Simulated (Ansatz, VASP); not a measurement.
# Be3SnN: VASP beside Ansatz

```
Be Sn N
1.0
     4.48382    0.00000    0.00000
     0.00000    4.48382    0.00000
     0.00000    0.00000    4.48382
Be Sn N
3 1 1
Cartesian
  0.0000 2.2419 2.2419
  2.2419 0.0000 2.2419
  2.2419 2.2419 0.0000
  2.2419 2.2419 2.2419
  0.0000 0.0000 0.0000
```

Alike in both runs: functional PBE; k mesh 8 × 8 × 8; occupations gaussian, width 0.1 eV; no spin polarisation.

Ansatz relaxed the structure, and its values are those at the end. VASP's run is a single point on that final structure, the one shown.

```csv
,VASP,Ansatz
version,VASP 6.6.1,Ansatz 0.2.0
potentials or method,"VASP PAW PBE potentials, release 64 (Be, Sn_d, N)","scalar-relativistic, plane waves, PAW"
plane-wave cutoff (eV),520,420
valence electrons in the cell,25,25
```

```csv
,VASP,Ansatz,Ansatz less VASP
gap on the k mesh at the Fermi level (eV),none,none,-
pressure (GPa),-0.1,0.0,+0.07
```

A gap of «none» marks a metal or a gap that the smearing closes.
